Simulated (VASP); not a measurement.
Input:

```yaml
crystal:
  lattice:
    - [-1.61498, 1.61498, 3.95150]
    - [1.61498, -1.61498, 3.95150]
    - [1.61498, 1.61498, -3.95150]
  atoms:
    - { symbol: Si, position: [0.66499, 0.66499, 0.00000] }
    - { symbol: Si, position: [0.33501, 0.33501, 0.00000] }
    - { symbol: Mo, position: [0.00000, 0.00000, 0.00000] }
```

These are RPBE GGA, VASP's PBE PAW potentials (set 64) (plane waves; VASP) values and carry that method's errors. Settings: 520 eV cut-off, Gaussian smearing of 0.050 eV, potentials Si Mo_sv.

Give the energies of bands 6 to 14 at the high-symmetry points, in eV from the Fermi level.

```json
[
 {"band": "6", "Γ": "-6.23", "X": "-6.51", "P": "-6.11", "N": "-9.40", "M": "-9.95", "S": "-8.87", "R": "-7.67"},
 {"band": "7", "Γ": "-3.40", "X": "-5.55", "P": "-6.11", "N": "-4.83", "M": "-3.38", "S": "-6.69", "R": "-5.44"},
 {"band": "8", "Γ": "-2.92", "X": "-5.18", "P": "-6.10", "N": "-4.42", "M": "-2.12", "S": "-2.69", "R": "-4.36"},
 {"band": "9", "Γ": "-2.55", "X": "-4.34", "P": "-2.69", "N": "-2.50", "M": "-0.55", "S": "-2.41", "R": "-3.77"},
 {"band": "10", "Γ": "-2.55", "X": "-2.94", "P": "-2.03", "N": "-2.48", "M": "-0.55", "S": "-2.20", "R": "-2.82"},
 {"band": "11", "Γ": "0.36", "X": "-1.21", "P": "-2.03", "N": "-0.48", "M": "-0.48", "S": "-0.38", "R": "-1.77"},
 {"band": "12", "Γ": "3.03", "X": "2.24", "P": "0.28", "N": "2.19", "M": "-0.48", "S": "1.51", "R": "1.74"},
 {"band": "13", "Γ": "3.23", "X": "2.64", "P": "2.24", "N": "3.06", "M": "0.49", "S": "2.99", "R": "1.99"},
 {"band": "14", "Γ": "3.45", "X": "3.07", "P": "3.95", "N": "3.91", "M": "4.68", "S": "3.58", "R": "2.52"}
]
```

It has no gap at this level: it comes out as a metal or semimetal.

The compound is MoSi2 in the MoSi2 type structure. It was relaxed first.
